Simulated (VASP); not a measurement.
# NaCdCuS2: structure and properties in VASP, part 4 of 4

Wanted: the relaxed cell of NaCdCuS2 and its properties. The cell is invented: it takes the structure of a Materials Project entry for NaLiCdS2 (space group 156 there), with some of its atoms replaced by other elements, volume scaled by an estimate. It may not be a known or stable phase. Left out of this account: 1 further run (relaxation: it shows nothing beyond the runs told).

VASP 6.6.1, plane waves and PAW; the level of theory is named at each step.

Still holding for the runs below: This run has no spin polarisation, although Cu can carry a moment. Spin-orbit coupling is off here; it would split degenerate levels.

So far, gap on the k-mesh (eV): step 2 (rough relaxation of the start cell, BLYP with D3(BJ)) 0.268; step 3 (relaxing cell and atoms (BLYP + D3(BJ)), BLYP with D3(BJ)) 0.280; step 4 (single point with fields (BLYP + D3(BJ)), BLYP with D3(BJ)) 0.280; step 6 (total and projected DOS (BLYP + D3(BJ)), BLYP with D3(BJ)) 0.283; step 7 (a semilocal run for the hybrid's start, PBE) 0.223.

### Step 8. Bands along the symmetry lines (HSE06)

This step: HSE06, no spin polarisation; plane waves and PAW (Cd, Cu, S, Na_pv); invented cell (VASP 6.6.1).

HSE06 mixes in a quarter of exact exchange at short range, at far higher cost; in semiconductors this cures much of the gap error, while metals seldom gain.

Input file INCAR:

```
SYSTEM = NaCdCuS2
PREC = Accurate
ENCUT = 400
EDIFF = 1E-06
NELM = 100
ISMEAR = 0
SIGMA = 0.05
LREAL = .FALSE.
ALGO = Normal
LHFCALC = .TRUE.
AEXX = 0.25
GGA = PE
HFSCREEN = 0.2
LASPH = .TRUE.
NBANDS = 27
PRECFOCK = Fast
LORBIT = 11
LWAVE = .FALSE.
LCHARG = .FALSE.
KPAR = 2
```

Input file POSCAR:

```
NaCdCuS2
1.0
    3.9446694718      0.0000000000      0.0000000000
   -1.9723347359      3.4161833978      0.0000000000
    0.0000000000      0.0000000000      7.1372133519
Cd Cu S Na
1 1 2 1
Direct
    0.0000000000      0.0000000000      0.3735315838
    0.6666666700      0.3333333300      0.7092428059
    0.6666666700      0.3333333300      0.2075360212
    0.0000000000      0.0000000000      0.7282440751
    0.3333333300      0.6666666700      0.9814465139
```

Input file KPOINTS:

```
Automatic mesh
0
Gamma
4 4 2
0 0 0
```

Input file KPOINTS_OPT:

```
Line mode
6
Line-mode
Reciprocal
  0.00000000   0.00000000   0.00000000 GAMMA
  0.50000000   0.00000000   0.00000000 M

  0.50000000   0.00000000   0.00000000 M
  0.33333333   0.33333333   0.00000000 K

  0.33333333   0.33333333   0.00000000 K
  0.00000000   0.00000000   0.00000000 GAMMA

  0.00000000   0.00000000   0.00000000 GAMMA
  0.00000000   0.00000000   0.50000000 A

  0.00000000   0.00000000   0.50000000 A
  0.50000000   0.00000000   0.50000000 L

  0.50000000   0.00000000   0.50000000 L
  0.33333333   0.33333333   0.50000000 H

  0.33333333   0.33333333   0.50000000 H
  0.00000000   0.00000000   0.50000000 A

  0.50000000   0.00000000   0.50000000 L
  0.50000000   0.00000000   0.00000000 M

  0.33333333   0.33333333   0.00000000 K
  0.33333333   0.33333333   0.50000000 H
```

PAW data sets: Cd, Cu, S and Na_pv (PBE family, release 64).

The WAVECAR or CHGCAR of an earlier step is read.

The run is started by

```bash
$ mpirun -np 2 vasp_std
```

The log of the run:

```text
[banner, memory and clock lines left out]
running    2 mpi-ranks, on    1 nodes
 distrk:  each k-point on    1 cores,    2 groups
 distr:  one band on    1 cores,    1 groups

 POSCAR found type information on POSCAR CdCuS Na
 POSCAR found :  4 types and       5 ions
 LDA part: xc-table for (Slater+PW92), standard interpolation
 found WAVECAR, reading the header
 POSCAR, INCAR and KPOINTS ok, starting setup
 FFT: planning ... GRIDC
 FFT: planning ... GRID_SOFT
 FFT: planning ... GRID
 reading WAVECAR
 the WAVECAR file was read successfully
 initial charge from wavefunction
 entering main loop
       N       E                     dE             d eps       ncg     rms          rms(c)
DAV:   1    -0.202946548961E+02   -0.20295E+02   -0.16665E+00   632   0.304E+01    0.258E+00
DAV:   2    -0.202134776209E+02    0.81177E-01   -0.83618E-01   568   0.264E+01    0.132E+00
DAV:   3    -0.202283897116E+02   -0.14912E-01   -0.80338E-02   504   0.206E+00    0.841E-01
DAV:   4    -0.202268212498E+02    0.15685E-02   -0.18023E-02   568   0.331E+00    0.493E-01
DAV:   5    -0.202269069493E+02   -0.85700E-04   -0.31824E-03   672   0.998E-01    0.303E-01
DAV:   6    -0.202268531106E+02    0.53839E-04   -0.37181E-04   672   0.421E-01    0.171E-01
DAV:   7    -0.202268295128E+02    0.23598E-04   -0.13663E-04   672   0.153E-01    0.905E-02
DAV:   8    -0.202268222024E+02    0.73104E-05   -0.86626E-06   560   0.234E-02    0.534E-02
DAV:   9    -0.202268186034E+02    0.35990E-05   -0.23396E-06   448   0.357E-02    0.322E-02
DAV:  10    -0.202268173546E+02    0.12488E-05   -0.23779E-06   408   0.116E-02    0.191E-02
DAV:  11    -0.202268168639E+02    0.49069E-06   -0.48666E-07   328   0.678E-03
   1 F= -.20226817E+02 E0= -.20226817E+02  d E =-.701332E-19
 Start KPOINTS_OPT (optional k-point list driver)
k-point batch [1-8\54]
       N       E                     dE             ncg
DAV:   1     0.159922800822E+04   -0.42148E+04      432
DAV:   2    -0.165052690236E+04   -0.32498E+04      444
DAV:   3    -0.196983193047E+04   -0.31931E+03      549
DAV:   4    -0.198645248009E+04   -0.16621E+02      543
DAV:   5    -0.198689921828E+04   -0.44674E+00      597
DAV:   6    -0.198691839459E+04   -0.19176E-01      648
DAV:   7    -0.198691881473E+04   -0.42013E-03      592
DAV:   8    -0.198691882205E+04   -0.73225E-05      560
DAV:   9    -0.198691882226E+04   -0.20945E-06      416
[...]
k-point batch [49-54\54]
       N       E                     dE             ncg
DAV:   1     0.339950549542E+04   -0.65558E+04      324
DAV:   2     0.100892876518E+04   -0.23906E+04      327
DAV:   3     0.789876292734E+03   -0.21905E+03      407
DAV:   4     0.778761891297E+03   -0.11114E+02      424
DAV:   5     0.778435204651E+03   -0.32669E+00      400
DAV:   6     0.778423769262E+03   -0.11435E-01      464
DAV:   7     0.778423297193E+03   -0.47207E-03      456
DAV:   8     0.778423286744E+03   -0.10448E-04      376
DAV:   9     0.778423286556E+03   -0.18802E-06      296
```

Wall time 35 min (2 MPI ranks of Intel Xeon Platinum 8488C (Sapphire Rapids), shared host); peak memory 0.62 GiB; 70 min of CPU time.

OUTCAR, selected parts (step 8):

```text
   k-points           NKPTS =      8   k-points in BZ     NKDIM =     32   number of bands    NBANDS=     27

   NELECT =      42.0000    total number of electrons

  exchange ACFDT corr.  =         0.00000000  see jH, gK, PRB 81, 115126

 E-fermi :   3.6522

 k-point     1 :       0.0000    0.0000    0.0000
  band No.  band energies     occupation
    ...
     17       1.2412      2.00000
     18       1.6594      2.00000
     19       1.6594      2.00000
     20       3.3449      2.00000
     21       3.3450      2.00000
     22       4.7373      0.00000
     23       6.5313      0.00000
     24       9.4026      0.00000
     25      10.2346      0.00000
     26      10.2351      0.00000
    ...

 POSITION                                       TOTAL-FORCE (eV/Angst)
 -----------------------------------------------------------------------------------
      0.00000      0.00000      2.66597        -0.000000      0.000000     -0.036587
      1.97233      1.13873      5.06202         0.000000      0.000000     -0.072808
      1.97233      1.13873      1.48123         0.000000     -0.000000      0.341683
      0.00000      0.00000      5.19763        -0.000000     -0.000000     -0.211605
     -0.00000      2.27746      7.00479        -0.000000     -0.000000     -0.020683
 -----------------------------------------------------------------------------------
    total drift:                                0.000010     -0.000017     -0.000562

  FREE ENERGIE OF THE ION-ELECTRON SYSTEM (eV)
  ---------------------------------------------------
  free  energy   TOTEN  =       -20.2268168639 eV

  energy  without entropy=      -20.2268168639  energy(sigma->0) =      -20.22681686

[... 7 parts as in an earlier step ...]

[... 9 further parts left out ...]
```

The k-mesh is coarse for exact exchange; levels may shift by about 0.1 eV on a finer one.

This step gave:

```yaml
scf_cycles: 11
free_energy_toten: -20.23 eV
fermi_energy: 3.652 eV
least_gap_on_mesh_and_path: 1.392 eV
least_direct_gap_on_mesh_and_path: 1.392 eV
```

Electronic bands along the path, in eV, zero at the valence-band top; v1 is the highest filled band, c1 the lowest empty one:

```tsv
point	v4	v3	v2	v1	c1	c2	c3	c4
Γ	-1.69	-1.69	0.00	0.00	1.39	3.19	6.06	6.89
0.40 of the way	-2.04	-1.89	-1.42	-0.69	2.60	4.30	5.50	6.42
M	-2.84	-2.67	-1.88	-1.85	3.43	3.76	4.17	5.91
0.40 of the way	-2.94	-2.85	-2.19	-1.87	3.80	4.01	4.87	5.81
K	-3.08	-2.86	-2.68	-1.88	4.07	4.57	4.95	6.24
0.40 of the way	-2.87	-2.41	-1.90	-1.75	3.64	4.79	5.42	5.80
Γ	-1.69	-1.69	0.00	0.00	1.39	3.19	6.06	6.89
0.40 of the way	-1.68	-1.68	-0.01	-0.01	1.79	3.20	5.75	6.86
A	-1.66	-1.66	-0.03	-0.03	2.63	3.14	5.20	6.84
0.60 of the way	-2.44	-2.28	-1.83	-1.32	3.25	3.80	4.78	5.38
L	-2.57	-2.20	-1.95	-1.81	2.92	3.00	4.62	4.82
0.40 of the way	-2.88	-2.32	-2.04	-1.78	3.17	3.19	5.13	5.39
H	-3.04	-2.70	-1.95	-1.71	3.48	3.51	4.75	6.97
0.40 of the way	-2.71	-2.28	-1.93	-1.82	3.35	4.05	5.57	5.97
A	-1.66	-1.66	-0.03	-0.03	2.63	3.14	5.20	6.83
jump to L	-2.57	-2.20	-1.95	-1.81	2.92	3.00	4.62	4.82
0.40 of the way	-2.60	-2.42	-1.91	-1.81	2.80	3.61	4.45	5.10
M	-2.84	-2.67	-1.88	-1.85	3.43	3.76	4.17	5.91
jump to K	-3.08	-2.86	-2.68	-1.88	4.07	4.57	4.95	6.24
0.40 of the way	-3.06	-2.69	-2.45	-1.83	4.17	4.27	4.31	6.67
H	-3.04	-2.70	-1.95	-1.71	3.48	3.51	4.75	6.97
```

Of the projections kept (Cd, Cu, S, Na), the largest for each band there; the rest of the weight can lie on other orbitals:

```tsv
point	v4	v3	v2	v1	c1	c2	c3	c4
Γ	S 0.84	S 0.84	Cu 0.63	Cu 0.63	S 0.47	Cu 0.44	Cd 0.40	Cu 0.52
M	Cu 0.98	S 0.57	Cu 0.67	Cu 0.62	Cd 0.57	S 0.40	Cu 0.69	S 0.40
K	Cu 0.85	Cu 0.97	Cu 0.99	Cu 0.75	Cd 0.42	Cd 0.55	Cu 0.48	S 0.52
Γ	S 0.84	S 0.84	Cu 0.63	Cu 0.63	S 0.47	Cu 0.44	Cd 0.40	Cu 0.53
A	S 0.84	S 0.84	Cu 0.64	Cu 0.64	S 0.60	Cu 0.46	S 0.44	Cd 0.39
L	S 0.58	Cu 0.73	Cu 0.70	Cu 0.63	Cd 0.35	Cd 0.54	Cu 0.68	Cd 0.51
```

Force by atom:

```tsv
atom	x (eV/Å)	y (eV/Å)	z (eV/Å)	size
Cd1	0.000	0.000	-0.037	0.037
Cu2	0.000	0.000	-0.073	0.073
S3	0.000	0.000	0.342	0.342
S4	0.000	0.000	-0.212	0.212
Na5	0.000	0.000	-0.021	0.021
```

The gap moves by +1.11 eV against BLYP with D3(BJ), no spin polarisation, which ran on another mesh.

### Step 9. Results

| Item | Value |
| --- | --- |
| relaxed volume | 19.24 Å³/atom |
| relaxed conventional cell a, b, c | 3.945, 3.945, 7.137 Å; angles 90.0, 90.0, 120.0° |
| space group after relaxing, within 0.02 Å | P3m1 (No. 156) |
| band gap | 0.280 eV, direct |
| gap among the points of the DOS mesh alone, an upper bound | 0.283 eV |
| band gap (HSE06) | 1.39 eV, direct |

What this shows: With BLYP + D3(BJ), NaCdCuS2 relaxes to 19.24 Å³/atom in space group P3m1 (held by the symmetry of the run) and has a direct gap of 0.280 eV (1.39 eV with HSE06). Bands along the symmetry lines (BLYP + D3(BJ)): On this path the gap is direct, 0.28 eV, with the valence top at Γ and the conduction bottom at Γ. Bands along the symmetry lines (HSE06): On this path the gap is direct, 1.39 eV, with the valence top at Γ and the conduction bottom at Γ. The other levels ran on the cell relaxed with BLYP + D3(BJ), and without spin-orbit coupling unless named. Semilocal functionals usually underestimate gaps. Spin-orbit coupling is left out; it would split some degenerate bands. Magnetism was not tested. No search among competing phases was made. All values are for a static lattice at zero temperature.

[Lines on the potential files, build, host, timing and source positions are cut from VASP's logs without a mark.]

[Logs are printed without paths, hosts, clocks, repeated set-up lines and the standing remarks that a program may print on its own settings, such as how far it seeks lower states.]

[Hosts, paths, dates, database ids (printed as entryN), source tags and the programs' standing remarks are cut or masked in the printed files.]

[A measured line is paired with the nearest computed mode of its activity, which favours agreement.]
